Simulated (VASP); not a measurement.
# CaSc in VASP: further runs, part 3 of 3

VASP 6.6.1. The steps go on from the part before.

## Step 6: Work function, PBEsol

Contents of INCAR:

```
SYSTEM = CaSc
PREC = Accurate
ENCUT = 520
EDIFF = 1E-6
ISMEAR = -1
SIGMA = 0.05
LREAL = .FALSE.
LASPH = .TRUE.
NELM = 100
ALGO = Normal
ISIF = 2
LWAVE = .FALSE.
LCHARG = .TRUE.
LDIPOL = .TRUE.
IDIPOL = 3
DIPOL = 0.5 0.5 0.294
GGA = PS
LELF = .TRUE.
LVHAR = .TRUE.
LVACPOTAV = .TRUE.
```

Contents of KPOINTS:

```
Automatic mesh
0
G
  4 8 1
  0 0 0
```

Contents of POSCAR:

```
CaSc
1.0
    6.5366700000      0.0000000000      0.0000000000
    0.0000000000      3.2053400000      0.0000000000
    0.0000000000      0.0000000000     23.8000000000
Ca Sc
1 1
Direct
    0.0000000000      0.0000000000      0.2941200000
    0.5000000000      0.0000000000      0.2941200000
```

Potentials or basis: VASP PAW PBE potentials, release 64 (Ca_sv, Sc_sv).

Command:

```console
$ cat potpaw_PBE.64/Ca_sv/POTCAR potpaw_PBE.64/Sc_sv/POTCAR > POTCAR
$ mpirun -np 1 vasp_std > vasp.out
```

OUTCAR:

```text
SYSTEM = CaSc
   PREC = Accurate
   ENCUT = 520
   EDIFF = 1E-6
   ISMEAR = -1
   LREAL = .FALSE.
   LASPH = .TRUE.
   NELM = 100
   ISIF = 2
   GGA = PS

 ion  position               nearest neighbor table
   1  0.000  0.000  0.294-   2 3.27   2 3.27
   2  0.500  0.000  0.294-   1 3.27   1 3.27

  LATTYP: Found a simple orthorhombic cell.
 ALAT       =     3.2053400000
 B/A-ratio  =     2.0393062826
 C/A-ratio  =     7.4251093488

  Lattice vectors:

 A1 = (   0.0000000000,  -3.2053400000,   0.0000000000)
 A2 = (   6.5366700000,   0.0000000000,   0.0000000000)
 A3 = (   0.0000000000,   0.0000000000,  23.8000000000)

Analysis of symmetry for initial positions (statically):
=====================================================================
 Subroutine PRICEL returns:
 Original cell was already a primitive cell.

 Routine SETGRP: Setting up the symmetry group for a
 simple orthorhombic supercell.

 Subroutine GETGRP returns: Found  8 space group operations
 (whereof  4 operations were pure point group operations)
 out of a pool of  8 trial point group operations.

The static configuration has the point symmetry C_2v.
 The point group associated with its full space group is D_2h.

Analysis of symmetry for dynamics (positions and initial velocities):
=====================================================================
 Subroutine PRICEL returns:
 Original cell was already a primitive cell.

 Routine SETGRP: Setting up the symmetry group for a
 simple orthorhombic supercell.

 Subroutine GETGRP returns: Found  8 space group operations
 (whereof  4 operations were pure point group operations)
 out of a pool of  8 trial point group operations.

The dynamic configuration has the point symmetry C_2v.
 The point group associated with its full space group is D_2h.

 Subroutine INISYM returns: Found  8 space group operations
 (whereof  4 operations are pure point group operations),
 and found     1 'primitive' translations

----------------------------------------------------------------------------------------

                                     Primitive cell

  volume of cell :     498.6635

  direct lattice vectors                    reciprocal lattice vectors
     6.536670000  0.000000000  0.000000000     0.152983094  0.000000000  0.000000000
     0.000000000  3.205340000  0.000000000     0.000000000  0.311979384  0.000000000
     0.000000000  0.000000000 23.800000000     0.000000000  0.000000000  0.042016807

  length of vectors
     6.536670000  3.205340000 23.800000000     0.152983094  0.311979384  0.042016807

  position of ions in fractional coordinates (direct lattice)
     0.000000000  0.000000000  0.294120000
     0.500000000  0.000000000  0.294120000

  ion indices of the primitive-cell ions
   primitive index   ion index
                 1           1
                 2           2

----------------------------------------------------------------------------------------

 KPOINTS: Automatic mesh

Automatic generation of k-mesh.
 Grid dimensions read from file:
 generate k-points for:    4    8    1

[... 38 lines left out ...]
   dimension x,y,z NGX =    50 NGY =   24 NGZ =  180
   dimension x,y,z NGXF=   100 NGYF=   48 NGZF=  360
   ions per type =               1   1
   NGX,Y,Z   is equivalent  to a cutoff of  12.72, 12.45, 12.57 a.u.
   NGXF,Y,Z  is equivalent  to a cutoff of  25.43, 24.90, 25.15 a.u.
 SYSTEM =  CaSc
   PREC   = accura    normal or accurate (medium, high low for compatibility)
   ISTART =      0    job   : 0-new  1-cont  2-samecut
   ICHARG =      2    charge: 1-file 2-atom 10-const
   ISPIN  =      1    spin polarized calculation?
   LNONCOLLINEAR =      F non collinear calculations
   LSORBIT =      F    spin-orbit coupling
   LASPH  =      T    aspherical Exc in radial PAW
   ENCUT  =  520.0 eV  38.22 Ry    6.18 a.u.  12.15  5.96 44.25*2*pi/ulx,y,z
   NELM   =    100;   NELMIN=  2; NELMDL= -5     # of ELM steps
   EDIFF  = 0.1E-05   stopping-criterion for ELM
   LREAL  =      F    real-space projection
   EDIFFG = 0.1E-04   stopping-criterion for IOM
   NSW    =      0    number of steps for IOM
   IBRION =     -1    ionic relax: 0-MD 1-quasi-New 2-CG
   NFREE  =      0    steps in history (QN), initial steepest desc. (CG)
   ISIF   =      2    stress and relaxation
   ISYM   =      2    0-nonsym 1-usesym 2-fastsym
   POTIM  = 0.5000    time-step for ionic-motion
   TEBEG  =    0.0;   TEEND  =   0.0 temperature during run
   PSTRESS=    0.0 pullay stress
   NELECT =      21.0000    total number of electrons
   NUPDOWN=      -1.0000    fix difference up-down
   EMIN   =  10.00;   EMAX   =-10.00  energy-range for DOS
   EFERMI =   0.00;   METHOD = LEGACY
   ISMEAR =    -1;   SIGMA  =   0.05  broadening in eV -4-tet -1-fermi 0-gaus
   EFERMI_NEDOS =   21; number of points for ismear=-14 and -15
   IALGO  =     38    algorithm
   IMIX   =      4    mixing-type and parameters
     AMIX     =   0.40;   BMIX     =  1.00
     AMIX_MAG =   1.60;   BMIX_MAG =  1.00
  volume/ion in A,a.u.               =     249.33      1682.57
  Fermi-wavevector in a.u.,A,eV,Ry     =   0.569568  1.076327  4.413831  0.324407
  Thomas-Fermi vector in A             =   1.609261
   LORBIT       =      0    0 simple, 1 ext, 2 COOP (PROOUT), +10 PAW based schemes
   GGA     = PS    functional components
   LHFCALC =     F    Hartree Fock is set to
   AEXX    =    0.0000 exact exchange contribution
   IVDW    =     0    specifies the selected vdW correction
   LEPSILON=     F    determine dielectric tensor
   LRPA    =     F    only Hartree local field effects (RPA)
 non-spin polarized calculation
  energy-cutoff  :      520.00
  volume of cell :      498.66
 maximum number of plane-waves:     13506
 NGX is ok and might be reduce to    50
   NGX = 25   NGY = 11   NGZ = 89

 dipolmoment           0.000000      0.000000     -0.000000 electrons x Angstroem

 number of electron      21.0000001 magnetization

 dipolmoment           0.000000      0.000000      0.000001 electrons x Angstroem

 Free energy of the ion-electron system (eV)
  ---------------------------------------------------
  ext. energy  EPLUGINS =         0.00000000
  ---------------------------------------------------
  free energy    TOTEN  =        -5.42500422 eV

  energy without entropy =       -5.35259621  energy(sigma->0) =       -5.38880022

 E-fermi :  -2.3740     XC(G=0):  -1.8628

 val. band max:       -2.4168089747   @ k =   0.0000   0.0000   0.0000
 cond. band min:      -2.3661209842   @ k =   0.2500   0.1250   0.0000
 fundamental gap:      0.0506879906
 Fermi energy:        -2.3739737935

 k-point     1 :       0.0000    0.0000    0.0000
  band No.  band energies     occupation
      1     -52.6682      2.00000
      2     -44.4731      2.00000
      3     -31.6126      2.00000
      4     -31.3331      2.00000
      5     -31.0650      2.00000
      6     -25.6507      2.00000
      7     -25.4692      2.00000
      8     -25.3064      2.00000
      9      -5.7155      2.00000
     10      -2.9664      1.99999
     11      -2.4388      1.57060
     12      -2.4168      1.40394
     13      -2.1644      0.02980
     14      -2.0855      0.00623
[... 224 lines left out ...]
      1     -52.6444      2.00000
      2     -44.4197      2.00000
      3     -31.5883      2.00000
      4     -31.3055      2.00000
      5     -31.3029      2.00000
      6     -25.7773      2.00000
      7     -25.5965      2.00000
      8     -25.4188      2.00000
      9      -2.7519      1.99896
     10      -2.4426      1.59577
     11      -2.3657      0.91706
     12      -1.7326      0.00001
     13      -1.5049      0.00000
     14      -1.3889      0.00000

------------------------ aborting loop because EDIFF is reached ----------------------------------------

 vacuum level on the upper side and lower side of the slab       (xc-potential included)        -0.157        -0.150

  FORCE on cell =-STRESS in cart. coord.  units (eV):
  Direction    XX          YY          ZZ          XY          YZ          ZX
  --------------------------------------------------------------------------------------
  -------------------------------------------------------------------------------------
  Total       -0.5177338     -0.4114019     -0.0183071      0.0000000      0.0000000      0.0000000
  in kB       -1.6634488     -1.3218107     -0.0588197      0.0000000      0.0000000      0.0000000
  external PRESSURE =      -1.0146931 kB  Pullay stress =       0.0000000 kB

 VOLUME and BASIS-vectors are now :
 -----------------------------------------------------------------------------
  energy-cutoff  :      520.00
  volume of cell :      498.66
      direct lattice vectors                 reciprocal lattice vectors
     6.536670000  0.000000000  0.000000000     0.152983094  0.000000000  0.000000000
     0.000000000  3.205340000  0.000000000     0.000000000  0.311979384  0.000000000
     0.000000000  0.000000000 23.800000000     0.000000000  0.000000000  0.042016807

 POSITION                                       TOTAL-FORCE (eV/Angst)
 -----------------------------------------------------------------------------------
      0.00000      0.00000      7.00006         0.000000      0.000000      0.000000
      3.26833      0.00000      7.00006         0.000000      0.000000     -0.000000
 -----------------------------------------------------------------------------------
    total drift:                                0.000000      0.000000      0.000016

  FREE ENERGIE OF THE ION-ELECTRON SYSTEM (eV)
  ---------------------------------------------------
  free  energy   TOTEN  =        -5.4250042222 eV

  energy  without entropy=       -5.3525962114  energy(sigma->0) =       -5.38880022

 vacuum level on the upper side and lower side of the slab         0.897         0.897
```

Wall time 3.2 min (1 thread of Intel Xeon Platinum 8375C at 2.90GHz (Ice Lake), shared host); peak memory 0.53 GiB.

What came out:

| Item | Value |
| --- | --- |
| Free energy | -5.4250 eV |
| Band gap on the k mesh | none (metal or under the smearing width) |
| Work function of the upper face | 3.27 eV |
| Work function of the lower face | 3.27 eV |

Caveat: the PAW data sets were made with another functional, which shifts forces and pressure a little.

## Step 7: For comparison

An earlier run on the cell as given: functional PBE; potentials or basis VASP PAW PBE potentials, release 64 (Ca_sv, Sc_sv); cutoff 520 eV; k mesh 4 × 8 × 1; occupations fermi-dirac, width 0.05 eV; no spin polarisation.

* Band gap on the k mesh: none (metal or under the smearing width)

## Step 8: Summary

```csv
task,level,potentials or basis,smearing,dipole correction,gap on the mesh (eV),work function (eV)
work function,PBE,"VASP PAW PBE potentials, release 64 (Ca_sv, Sc_sv)",gaussian 0.05 eV,yes,none,3.20
core levels,BEEF-vdW,"VASP PAW PBE potentials, release 64 (Ca_sv, Sc_sv)",fermi-dirac 0.05 eV,-,none,-
work function,LDA,"VASP PAW LDA potentials, release 64 (Ca_sv, Sc_sv)",fermi-dirac 0.05 eV,yes,none,3.33
work function,PBE,"VASP PAW PBE potentials, release 64 (Ca_sv, Sc_sv)",fermi-dirac 0.05 eV,yes,none,3.22
work function,PBEsol,"VASP PAW PBE potentials, release 64 (Ca_sv, Sc_sv)",fermi-dirac 0.05 eV,yes,none,3.27
single point,PBE,"VASP PAW PBE potentials, release 64 (Ca_sv, Sc_sv)",fermi-dirac 0.05 eV,yes,none,-
```

Alike in all rows: no spin polarisation; cell as given; k mesh 4 × 8 × 1; cutoff (eV) 520.

Caveats: the PAW data sets were made with another functional, which shifts forces and pressure a little (some runs).

Absolute energies hang on the potentials; compare differences alone.
